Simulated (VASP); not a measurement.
A cell of HfC (rock salt) near equilibrium:

```xyz
2
Lattice="0.0000 2.3173 2.3173 2.3173 0.0000 2.3173 2.3173 2.3173 0.0000" Properties=species:S:1:pos:R:3 pbc="T T T"
Hf     0.0000     0.0000     0.0000
C      2.3173     2.3173     2.3173
```

Method: r2SCAN meta-GGA, VASP's PBE PAW potentials (set 64) (plane waves; VASP 6.6.1).

```csv
run,ΔE (meV/atom),σxx,σyy,σzz,"largest shear component, with its sign (GPa)",largest force (eV/Å)
as it is,0.0,-0.20,-0.20,-0.20,0.00,0.000
after one change,7.6,-9.78,-2.32,-2.32,0.00,0.000
```
Stress is in GPa, positive when the cell is compressed.

Q: Name the change that produced these shifts.
A) isotropic strain of +3.0 %
B) uniaxial strain of +2.0 % along x
C) uniaxial strain of -1.5 % along z
D) atom 2 (C) moved by 0.050 Å along y

A: B, uniaxial strain of +2.0 % along x

The compound is HfC in the rock salt structure.
